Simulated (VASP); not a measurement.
All values below come from r2SCAN meta-GGA, VASP's PBE PAW potentials (set 64) (plane waves; VASP).

The input files of a VASP run:

File KPOINTS:
```
Automatic
0
Gamma
11 11 1
0 0 0
```

### INCAR
```
DIPOL  =  0.5 0.5 0.5
ALGO  =  Normal   # blocked Davidson
LORBIT  =  11
LREAL  =  .False.
NELM  =  100   # most electronic steps
EDIFF  =  1E-6   # SCF stop (eV)
LDIPOL  =  .True.
LASPH  =  .True.   # aspherical one-centre terms
NELMIN  =  4
PREC  =  Normal
ISMEAR  =  1
METAGGA  =  R2SCAN
LWAVE  =  .False.
LMAXMIX  =  4
SYSTEM  =  Pd(111) slab
IDIPOL  =  3
SIGMA  =  0.1
ENCUT  =  400
LCHARG  =  .False.
LMIXTAU  =  .True.
LVHAR  =  .True.
```

**POSCAR**
```
Pd(111) slab
1
    2.7681440834     0.0000000000     0.0000000000
   -1.3840725449     2.3972836543     0.0000000000
    0.0000000000     0.0000000000    26.3963298843
Pd
5
Direct
  0.6666670000   0.3333330000   0.3285321216
  0.3333330000   0.6666670000   0.4146432485
  0.0000000000   0.0000000000   0.5000000000
  0.6666670000   0.3333330000   0.5853567515
  0.3333330000   0.6666670000   0.6714678784
```

POTCAR, in this order: Pd (PBE.64 set). Program: vasp_std. Read from the step before: WAVECAR.

Task: What will the output report for the number of irreducible k-points (NKPTS), largest plane-wave count, number of space-group operations, FFT grid (NGX, NGY, NGZ)?

Result: 
| Property | Result |
|---|---|
| number of irreducible k-points (NKPTS) | 16 |
| largest plane-wave count | 3239 |
| number of space-group operations | 12 |
| FFT grid (NGX, NGY, NGZ) | 14 × 14 × 140 |

The cell is a thin slab with vacuum, built from Pd (fcc): (111) face.
